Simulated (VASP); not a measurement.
# GaGe (F-43m) in VASP: further runs, part 2 of 2

VASP 6.6.1. The steps go on from the part before.

### 4 Single point, r2SCAN

The input, INCAR:

```
SYSTEM = GaGe
PREC = Accurate ; ENCUT = 700
EDIFF = 1E-6 ; ISMEAR = -1
SIGMA = 0.1 ; LREAL = .False.
LASPH = .True. ; NELM = 100
ALGO = Normal ; ISIF = 2
LWAVE = .False. ; LCHARG = .False.
METAGGA = R2SCAN ; LMIXTAU = .True.
NBANDS = 10 ; ADDGRID = .False.
```

The input, KPOINTS:

```
regular mesh
0
Gamma
  3 3 3
  0 0 0
```

The input, POSCAR:

```
GaGe
1.0
    0.0000000000      2.8978440000      2.8978440000
    2.8978440000      0.0000000000      2.8978440000
    2.8978440000      2.8978440000      0.0000000000
Ge Ga
1 1
Direct
    0.0000000000      0.0000000000      0.0000000000
    0.2500000000      0.2500000000      0.2500000000
```

Potentials or basis: VASP PAW PBE potentials, release 64 (Ge, Ga).

Launch:

```
cat potpaw_PBE.64/Ge/POTCAR potpaw_PBE.64/Ga/POTCAR > POTCAR
mpirun -np 1 vasp_std > vasp.out
```

OUTCAR:

```text
SYSTEM = GaGe
   PREC = Accurate
   ENCUT = 700
   EDIFF = 1E-6
   ISMEAR = -1
   LREAL = .False.
   LASPH = .True.
   NELM = 100
   ISIF = 2
   METAGGA = R2SCAN

 Found      4 irreducible k-points:

 Following reciprocal coordinates:
            Coordinates               Weight
  0.000000  0.000000  0.000000      1.000000
  0.333333  0.000000  0.000000      8.000000
  0.333333  0.333333  0.000000      6.000000
 -0.333333  0.333333  0.000000     12.000000
   k-points           NKPTS =      4   k-points in BZ     NKDIM =      4   number of bands    NBANDS=     10
   number of dos      NEDOS =    301   number of ions     NIONS =      2
   total plane-waves  NPLWV =  46656
   dimension x,y,z NGX =    36 NGY =   36 NGZ =   36
   dimension x,y,z NGXF=    72 NGYF=   72 NGZF=   72
   ions per type =               1   1
   NGX,Y,Z   is equivalent  to a cutoff of  14.60, 14.60, 14.60 a.u.
   NGXF,Y,Z  is equivalent  to a cutoff of  29.21, 29.21, 29.21 a.u.
 SYSTEM =  GaGe
   PREC   = accura    normal or accurate (medium, high low for compatibility)
   ISTART =      0    job   : 0-new  1-cont  2-samecut
   ICHARG =      2    charge: 1-file 2-atom 10-const
   ISPIN  =      1    spin polarized calculation?
   LNONCOLLINEAR =      F non collinear calculations
   LSORBIT =      F    spin-orbit coupling
   LASPH  =      T    aspherical Exc in radial PAW
   ENCUT  =  700.0 eV  51.45 Ry    7.17 a.u.   8.84  8.84  8.84*2*pi/ulx,y,z
   NELM   =    100;   NELMIN=  2; NELMDL= -5     # of ELM steps
   EDIFF  = 0.1E-05   stopping-criterion for ELM
   LREAL  =      F    real-space projection
   EDIFFG = 0.1E-04   stopping-criterion for IOM
   NSW    =      0    number of steps for IOM
   IBRION =     -1    ionic relax: 0-MD 1-quasi-New 2-CG
   NFREE  =      0    steps in history (QN), initial steepest desc. (CG)
   ISIF   =      2    stress and relaxation
   ISYM   =      2    0-nonsym 1-usesym 2-fastsym
   POTIM  = 0.5000    time-step for ionic-motion
   TEBEG  =    0.0;   TEEND  =   0.0 temperature during run
   PSTRESS=    0.0 pullay stress
   NELECT =       7.0000    total number of electrons
   NUPDOWN=      -1.0000    fix difference up-down
   EMIN   =  10.00;   EMAX   =-10.00  energy-range for DOS
   EFERMI =   0.00;   METHOD = LEGACY
   ISMEAR =    -1;   SIGMA  =   0.10  broadening in eV -4-tet -1-fermi 0-gaus
   EFERMI_NEDOS =   21; number of points for ismear=-14 and -15
   IALGO  =     38    algorithm
   IMIX   =      4    mixing-type and parameters
     AMIX     =   0.40;   BMIX     =  1.00
     AMIX_MAG =   1.60;   BMIX_MAG =  1.00
  volume/ion in A,a.u.               =      24.33       164.22
  Fermi-wavevector in a.u.,A,eV,Ry     =   0.857740  1.620894 10.010058  0.735719
  Thomas-Fermi vector in A             =   1.974840
   LORBIT       =      0    0 simple, 1 ext, 2 COOP (PROOUT), +10 PAW based schemes
   METAGGA = R2SCAN    functional components
   LHFCALC =     F    Hartree Fock is set to
   AEXX    =    0.0000 exact exchange contribution
   IVDW    =     0    specifies the selected vdW correction
   LEPSILON=     F    determine dielectric tensor
   LRPA    =     F    only Hartree local field effects (RPA)
 non-spin polarized calculation
  energy-cutoff  :      700.00
  volume of cell :       48.67
 maximum number of plane-waves:      2085
   NGX = 17   NGY = 17   NGZ = 17

 number of electron       7.0000000 magnetization

 Free energy of the ion-electron system (eV)
  ---------------------------------------------------
  ext. energy  EPLUGINS =         0.00000000
  ---------------------------------------------------
  free energy    TOTEN  =       -24.65913792 eV

  energy without entropy =      -24.58285047  energy(sigma->0) =      -24.62099419

 E-fermi :   1.7733     XC(G=0):  -9.1103

 val. band max:        0.6744955554   @ k =  -0.3333   0.3333   0.0000
 cond. band min:       1.8380047858   @ k =   0.3333   0.0000   0.0000
 fundamental gap:      1.1635092303
 Fermi energy:         1.7733475467

 k-point     1 :       0.0000    0.0000    0.0000
  band No.  band energies     occupation
      1      -9.7395      2.00000
      2       2.9756      0.00001
      3       2.9756      0.00001
      4       2.9756      0.00001
      5       3.8404      0.00000
      6       5.8349      0.00000
      7       5.8349      0.00000
      8       5.8349      0.00000
      9       9.6242      0.00000
     10      12.2775      0.00000

 k-point     2 :       0.3333    0.0000    0.0000
  band No.  band energies     occupation
      1      -8.5002      2.00000
      2      -2.8463      2.00000
      3       1.8380      0.68752
      4       1.8380      0.68752
      5       3.8861      0.00000
      6       6.9516      0.00000
      7       6.9516      0.00000
      8      10.0838      0.00000
      9      10.9787      0.00000
     10      11.8859      0.00000

 k-point     3 :       0.3333    0.3333    0.0000
  band No.  band energies     occupation
      1      -8.0164      2.00000
      2      -2.7900      2.00000
      3       0.3728      2.00000
      4       0.3728      2.00000
      5       3.8357      0.00000
      6       5.0961      0.00000
      7      10.6078      0.00000
      8      10.6078      0.00000
      9      11.6735      0.00000
     10      14.0812      0.00000

 k-point     4 :      -0.3333    0.3333    0.0000
  band No.  band energies     occupation
      1      -6.9760      2.00000
      2      -4.2631      2.00000
      3      -1.5112      2.00000
      4       0.6745      1.99997
      5       4.6212      0.00000
      6       8.7860      0.00000
      7       9.6494      0.00000
      8       9.8975      0.00000
      9      10.2455      0.00000
     10      11.8247      0.00000

------------------------ aborting loop because EDIFF is reached ----------------------------------------

  FORCE on cell =-STRESS in cart. coord.  units (eV):
  Direction    XX          YY          ZZ          XY          YZ          ZX
  --------------------------------------------------------------------------------------
  -------------------------------------------------------------------------------------
  Total       -0.6954513     -0.6954513     -0.6954513      0.0000000      0.0000000      0.0000000
  in kB      -22.8940316    -22.8940316    -22.8940316      0.0000000      0.0000000      0.0000000
  external PRESSURE =     -22.8940316 kB  Pullay stress =       0.0000000 kB

 VOLUME and BASIS-vectors are now :
 -----------------------------------------------------------------------------
  energy-cutoff  :      700.00
  volume of cell :       48.67
      direct lattice vectors                 reciprocal lattice vectors
     0.000000000  2.897844000  2.897844000    -0.172542069  0.172542069  0.172542069
     2.897844000  0.000000000  2.897844000     0.172542069 -0.172542069  0.172542069
     2.897844000  2.897844000  0.000000000     0.172542069  0.172542069 -0.172542069

 POSITION                                       TOTAL-FORCE (eV/Angst)
 -----------------------------------------------------------------------------------
      0.00000      0.00000      0.00000         0.000000      0.000000      0.000000
      1.44892      1.44892      1.44892        -0.000000     -0.000000     -0.000000
 -----------------------------------------------------------------------------------
    total drift:                                0.000000      0.000000      0.000000

  FREE ENERGIE OF THE ION-ELECTRON SYSTEM (eV)
  ---------------------------------------------------
  free  energy   TOTEN  =       -24.6591379158 eV

  energy  without entropy=      -24.5828504712  energy(sigma->0) =      -24.62099419
```

Run time: 20 s. Hardware: 1 thread of Intel Xeon Platinum 8488C (Sapphire Rapids), shared host; peak memory 0.21 GiB.

The run converged, but some of its settings lie outside the range that counts as converged, so its numbers aren't taken as properties of the crystal.

Results:

* Free energy: -24.6591 eV
* Pressure: -2.3 GPa
* Band gap on the k mesh: none (metal or under the smearing width)

Caveat: the k mesh is coarse (spacing up to 0.63 Å⁻¹), so the values aren't converged; the PAW data sets were made with another functional, which shifts forces and pressure a little.
